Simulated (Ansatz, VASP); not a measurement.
## SnO2 (Cassiterite) in two plane-wave programs

One calculation is typed for both programs; each brings its own data sets. How far apart do they land? The cell is taken from a series of runs on this material, whose earlier steps may have relaxed, scaled, displaced or heated it; both programs get it as it stands.

Calculated with Ansatz 0.2.0; plane waves, with VASP 6.6.1 beside it; single point at HSE06.

**1. Set-up**

The structure is tetragonal, space group P4_2/mnm (No. 136). Conventional cell: a = 4.827 Å, b = 4.827 Å, c = 3.238 Å, α = 90.00°, β = 90.00°, γ = 90.00°. Nearest to Sn lie 6 O at 2.09 Å. Nearest to O lie 3 Sn at 2.09 Å. Farther neighbours and most contacts between anions are not listed.

**2. Ansatz: single point, HSE06**

Ansatz runs on its default PAW (the set named soft_2) files.

A single point gives forces, pressure and levels at one fixed geometry, so differences don't come from the geometry; what else differs is listed under the comparison.

input.yaml reads:

```yaml
crystal:
  lattice:
    - [4.8269693016, 0.0, 0.0]
    - [0.0, 4.8269693016, 0.0]
    - [0.0, 0.0, 3.2380154155]
  atoms:
    - { symbol: Sn, position: [0.0, 0.0, 0.0] }
    - { symbol: Sn, position: [0.5, 0.5, 0.5] }
    - { symbol: O, position: [0.3065764864, 0.3065764864, 0.0] }
    - { symbol: O, position: [0.1934235136, 0.8065764864, 0.5] }
    - { symbol: O, position: [0.6934235136, 0.6934235136, 0.0] }
    - { symbol: O, position: [0.8065764864, 0.1934235136, 0.5] }
kpoints:
  mp_grid: { grid: [4, 4, 4] }
  band_path:
    path:
      - [0.0, 0.0, 0.0]
      - [0.0, 0.5, 0.0]
      - [0.5, 0.5, 0.0]
      - [0.0, 0.0, 0.5]
      - [0.0, 0.5, 0.5]
      - [0.5, 0.5, 0.5]
    npoints: 1
hamiltonian:
  xc: hse06
scf:
  occupations: { method: fixed }
  n_extra_bands: 6
output:
  eigenvalues: true
  write_density: true
  write_potential: true
  elf: true
  volumetric_format: npy
```

The run is started by

```bash
$ ansatz run input.yaml --threads 3 --pin off --max-ram 64512MiB --backend cuda --devices 1 --max-vram 24GiB --events-out ev --progress --plain --runs-dir out
```

Numbers of over 12 decimals in the logs are rounded to 6 here.

What it wrote:

```text
scf.n_extra_bands = 6 over 26 filled bands (N_el = 52.0): the run solves 32 bands
GPUs: using 1 of 1 available (devices: 1).
Engine: ansatz 0.2.0, x86_64-unknown-linux-gnu
Pseudopotentials: kind: paw
Pseudopotential: Sn, paw, valence charge 14, recommended cutoff 420 eV (normal), Sn.paw.azcp
Pseudopotential: O, paw, valence charge 6, recommended cutoff 420 eV (normal), O.paw.azcp
Functional definition: HSE06
  parameter a = 0.25
  parameter omega = 0.11/bohr
  exchange = pbe_x - a*pbe_x_sr(omega) + a*exact_x_sr(omega)
  correlation = pbe_c
davidson cushion auto → on  (no smearing: the cushion is to keep the highest requested band from converging to the state above it; pin scf.eigensolver.cushion to override)
device memory: the entry about to start is reckoned to put 0.9 GiB on a device that reports 74.2 GiB free (of which the cap on the GPU budget leaves the run 24.0 GiB)
GPU FFT provider: cuFFT
GPU libraries: cuBLAS 13.8.2, cuFFT 12.4.0, cuSOLVER 12.3.4
Crystal: 6 atoms, lattice volume = 75.445 Å³
Basis set: ecut = 420 eV, 1495 PW (Γ)
Bands: 32, of which v1, the nominal top of the filled ones, is band 26 counted from 1 (25 counted from 0)
Symmetry: 16 space group operations
Space group: P42/mnm (ITA 136), of the structure as read, at distance tolerance 4.2e-5 Å
k-points: 18 of 64
Non-local potential: Sn, projectors of the file, l = 0: 2, l = 1: 2, l = 2: 2, l = 3: 2
Non-local potential: O, projectors of the file, l = 0: 2, l = 1: 2, l = 2: 1
PAW form: soft (Blöchl's): semilocal exchange-correlation on the pseudo side does not see the compensation charge
PAW frozen core: Sn, regenerated for the run's functional, and the local potential with it (the file was generated under x = pbe(κ = 0.804, μ = 0.219515), c = pbe(β = 0.066725))
PAW frozen core: O, regenerated for the run's functional, and the local potential with it (the file was generated under x = pbe(κ = 0.804, μ = 0.219515), c = pbe(β = 0.066725))
PAW one-centre angular grid: Sn, 590 points (default); XC on 64 Gauss nodes
PAW one-centre angular grid: O, 110 points (default); XC on 96 Gauss nodes
Initial density: superposition of atomic densities (neutral atoms: chi_scale 0, normalization atom), corrected by the library's trained network
Initial wavefunctions: pseudopotential atomic-orbital guess
GPU buffer pool allocated for 31104 grid points (all kernels)
GPU transforms: local potential and band sums: pruned to the plane-wave sphere, on 36×36×24
Functional: x = pbe(κ = 0.804, μ = 0.219515), c = pbe(β = 0.066725), warm-up for x = pbe(κ = 0.804, μ = 0.219515) + 0.25 (exact − pbe) at short range (hse, ω = 0.207870 Å⁻¹), c = pbe(β = 0.066725); HSE06 as pw.x's `hse` composes it (authors' and Libxc's form: `xc: wpbeh`)
SCF iter   1: F=—  HF=-14317.963067 eV  |F-HF|=—  |Δ(HF+E_count)|=         —  Δρ=1.31e-3  dr2=5.44e-4  ethr=1.77e-3  ⟨swp⟩=7.4  Hψ=2679  notcnv=0
preconditioner: auto → none  [insulator: Δε(μ)=0.680 eV  Ē_g=19.278 eV  n_scr=18 (ndim 8)  ℏωp=30.8 eV  f_vac=0.036]
SCF iter   2: F=—  HF=-14317.967581 eV  |F-HF|=—  |Δ(HF+E_count)|=   4.51e-3  Δρ=5.38e-4  dr2=6.38e-5  ethr=1.05e-6  ⟨swp⟩=7.7  Hψ=2870  notcnv=0  defer=8
SCF iter   3: F=-14317.967856 eV  HF=-14317.967831 eV  |F-HF|=2.54e-5  |Δ(HF+E_count)|=   2.50e-4  Δρ=1.77e-4  dr2=7.25e-6  ethr=1.23e-7  ⟨swp⟩=3.8  Hψ=1635  notcnv=0
SCF 1 stopped early in 3 iterations: F = -14317.967856 eV  dr2 = 7.25e-6
  greatest PAW one-centre occupation: 0.996 electrons in one spin orbital (limit 2), on the Sn atom at site 0 (counted from 0), in its partial waves of l = 2
device memory: the entry about to start is reckoned to put 1.4 GiB (of the 1.4 GiB reckoned in all, the device holds 0.1 GiB already) on a device that reports 73.6 GiB free (of which the cap on the GPU budget leaves the run 23.9 GiB)
GPU FFT provider: cuFFT
GPU libraries: cuBLAS 13.8.2, cuFFT 12.4.0, cuSOLVER 12.3.4
Initial density: handed on by an earlier stage of this run
Initial wavefunctions: those handed on with the density
GPU buffer pool allocated for 31104 grid points (all kernels)
GPU transforms: local potential and band sums: pruned to the plane-wave sphere, on 36×36×24
Functional: x = pbe(κ = 0.804, μ = 0.219515) + 0.25 (exact − pbe) at short range (hse, ω = 0.207870 Å⁻¹), c = pbe(β = 0.066725); HSE06 as pw.x's `hse` composes it (authors' and Libxc's form: `xc: wpbeh`)
Exchange kernel: α = 0.2500, screened, ω = 0.2079 Å⁻¹, Wigner–Seitz truncation, v(0) = 1029.4736 eV·Å³, q-mesh 4×4×4, nearest image of the exchange supercell L = 12.95 Å, pair-density grid 30×30×20, without the augmentation charges, whose exchange is taken in its separable form by FFT convolution over the k-point mesh (sized by the pseudopotential files, 36×36×24 at the most), smooth part of the exact exchange by density-matrix convolution in up to 2.41 GiB of GPU memory as planned if the GPU has room (build and FFT work areas not counted)
Frozen-core exchange: fock
SCF iter   1: F=—  HF=-14325.430421 eV  |F-HF|=—  |Δ(HF+E_count)|=         —  Δρ=1.05e-2  dr2=5.73e-2  ethr=1.40e-7  ⟨swp⟩=9.9  Hψ=3720  notcnv=0
preconditioner: auto → none  [insulator: Δε(μ)=2.380 eV  Ē_g=21.946 eV  n_scr=18 (ndim 8)  ℏωp=30.8 eV  f_vac=0.035]
SCF iter   2: F=—  HF=-14325.415296 eV  |F-HF|=—  |Δ(HF+E_count)|=   1.51e-2  Δρ=5.81e-3  dr2=1.16e-2  ethr=1.40e-7  ⟨swp⟩=6.1  Hψ=2704  notcnv=0  defer=1
SCF iter   3: F=—  HF=-14325.438379 eV  |F-HF|=—  |Δ(HF+E_count)|=   2.31e-2  Δρ=2.90e-3  dr2=5.80e-3  ethr=1.40e-7  ⟨swp⟩=5.4  Hψ=2533  notcnv=0  defer=1
SCF iter   4: F=—  HF=-14325.436660 eV  |F-HF|=—  |Δ(HF+E_count)|=   1.72e-3  Δρ=1.96e-4  dr2=1.02e-4  ethr=1.40e-7  ⟨swp⟩=4.6  Hψ=2236  notcnv=0
SCF iter   5: F=—  HF=-14325.437103 eV  |F-HF|=—  |Δ(HF+E_count)|=   4.43e-4  Δρ=3.64e-4  dr2=9.10e-5  ethr=4.20e-8  ⟨swp⟩=4.4  Hψ=2009  notcnv=0
iter 6 solved again at ethr=2.67e-9 eV; its pass at ethr=4.20e-8 eV (dr2=1.39e-6 eV) is discarded
SCF iter   6: F=-14325.437075 eV  HF=-14325.437076 eV  |F-HF|=6.96e-7  |Δ(HF+E_count)|=   2.69e-5  Δρ=5.45e-5  dr2=6.04e-6  ethr=2.67e-9  ⟨swp⟩=2.4  Hψ=3067  notcnv=0
SCF 2 stopped early in 6 iterations: F = -14325.437075 eV  dr2 = 6.04e-6
hybrid outer 1: dexx = +2.701e-2 eV, tail = 1.25e-4 eV
GPU FFT provider: cuFFT
GPU libraries: cuBLAS 13.8.2, cuFFT 12.4.0, cuSOLVER 12.3.4
GPU buffer pool allocated for 31104 grid points (all kernels)
GPU transforms: local potential and band sums: pruned to the plane-wave sphere, on 36×36×24
Exchange kernel: α = 0.2500, screened, ω = 0.2079 Å⁻¹, Wigner–Seitz truncation, v(0) = 1029.4736 eV·Å³, q-mesh 4×4×4, nearest image of the exchange supercell L = 12.95 Å, pair-density grid 30×30×20, without the augmentation charges, whose exchange is taken in its separable form by FFT convolution over the k-point mesh (sized by the pseudopotential files, 36×36×24 at the most), smooth part of the exact exchange by density-matrix convolution in up to 2.41 GiB of GPU memory as planned if the GPU has room (build and FFT work areas not counted)
Frozen-core exchange: fock
SCF iter   1: F=—  HF=-14325.436359 eV  |F-HF|=—  |Δ(HF+E_count)|=         —  Δρ=2.61e-5  dr2=3.56e-7  ethr=1.20e-6  ⟨swp⟩=3.8  Hψ=1386  notcnv=0
preconditioner: auto → none  [insulator: Δε(μ)=2.379 eV  Ē_g=21.983 eV  n_scr=18 (ndim 8)  ℏωp=30.8 eV  f_vac=0.042]
SCF iter   2: F=—  HF=-14325.436362 eV  |F-HF|=—  |Δ(HF+E_count)|=   3.69e-6  Δρ=2.88e-5  dr2=2.68e-7  ethr=3.68e-10  ⟨swp⟩=6.7  Hψ=2658  notcnv=0  defer=11
iter 3 solved again at ethr=2.97e-11 eV; its pass at ethr=3.68e-10 eV (dr2=1.55e-8 eV) is discarded
SCF iter   3: F=-14325.436362 eV  HF=-14325.436362 eV  |F-HF|=2.74e-9  |Δ(HF+E_count)|=   5.50e-8  Δρ=8.33e-6  dr2=3.12e-8  ethr=2.97e-11  ⟨swp⟩=3.2  Hψ=2933  notcnv=0
SCF 3 converged in 3 iterations: F = -14325.436362 eV  dr2 = 3.12e-8
  greatest PAW one-centre occupation: 0.996 electrons in one spin orbital (limit 2), on the Sn atom at site 1 (counted from 0), in its partial waves of l = 2
hybrid outer 2: dexx = +1.228e-6 eV, tail = 1.01e-7 eV, Δε = 4.53e-3 eV (about 2.02e-4 eV left of the loop's levels)
the search or the solves at the SCF's close seem to have found levels that the self-consistency loop had missed (the run counts 1). By its estimate they hold under 1e-12 electrons; where the run keeps them, the occupations were computed again with them
device memory: the entry about to start is reckoned to put 0.5 GiB on a device that reports 72.7 GiB free (of which the cap on the GPU budget leaves the run 24.0 GiB)
NSCF: frozen V_eff on 6 k-points
hybrid SCF converged: 2 outer / 9 inner (+3 warm-up), last move |dexx| = 1.23e-6 eV, tail = 1.01e-7 eV
Stability not checked: this state was not tested for a lower state beside it, because the functional holds exact exchange (a hybrid, or Hartree-Fock), whose exchange loop this test does not read (fock_operator; see scf.lower_state_search)
Free energy (F): -14325.436362 eV
Frozen-core exchange: fock
Harris-Foulkes:  -14325.436362 eV  (|F-HF|=2.74e-9)
Internal energy: -14325.436362 eV  (E = F + TS)
E sigma→0 (E₀):  -14325.436362 eV
Fermi energy:    7.413889 eV
--- Per-component energies (eV) ---
  E_band       = -259.110236
  E_kinetic    = 1079.964234
  E_local      = -2959.715477  (includes V_loc(G=0)·N_el)
  E_nonlocal   = 127.813621
  E_hartree    = 1527.252280
  E_xc         = -831.064420
  E_vxc        = -446.367233  (∫ρ·V_xc dr)
  E_exx        = -151.534409  (= α·E_x^exact, valence–valence)
  E_paw        = -9009.618339  (= ΣΔE_a)
  E_vpaw       = -812.249649  (= ΣTr[D̂ρ^β])
  E_aug_tail   = 0.009784  (compensation charges beyond the density's cutoff)
  E_ewald      = -4108.954743
  E_core_change = 0.411106  (= ΣΔE_core)
  E_smearing   = -0.000000  (= −TS)
  E_closure    = -0.000000  (closes the sum)
  Σ components = -14325.436362   (vs F -14325.436362, Δ=0.00e0)
--- Band table (eV; the first three rows and the last of 18) ---
  k-point 0: bands = [... 22 lower, 6.3847, 6.7485, 6.7485, 7.4139, 9.7931, 15.1398, 15.3457, 15.3457, ... 2 higher]
  k-point 1: bands = [... 22 lower, 5.0595, 6.6513, 6.6513, 6.9279, 12.4901, 15.9547, 17.5055, 17.5055, ... 2 higher]
  k-point 2: bands = [... 22 lower, 5.7879, 5.7879, 6.1454, 6.1454, 15.1132, 15.1132, 18.8434, 18.8434, ... 2 higher]
  k-point 17: bands = [... 22 lower, 6.5077, 6.5077, 6.5666, 6.5666, 13.7039, 13.7039, 17.9812, 17.9812, ... 2 higher]
```

Reading the cycles: dr2 is the Hartree energy of the density residual (eV), the measure of convergence; HF is the Harris–Foulkes estimate of the energy, which meets the free energy F at convergence.

(Continued in part 2 of 2.)

[Lines on the potential files, build, host, timing and source positions are cut from VASP's logs without a mark.]

[Logs are printed without paths, hosts, clocks, repeated set-up lines and the standing remarks that a program may print on its own settings, such as how far it seeks lower states.]

[Hosts, paths, dates, database ids (printed as entryN), source tags and the programs' standing remarks are cut or masked in the printed files.]
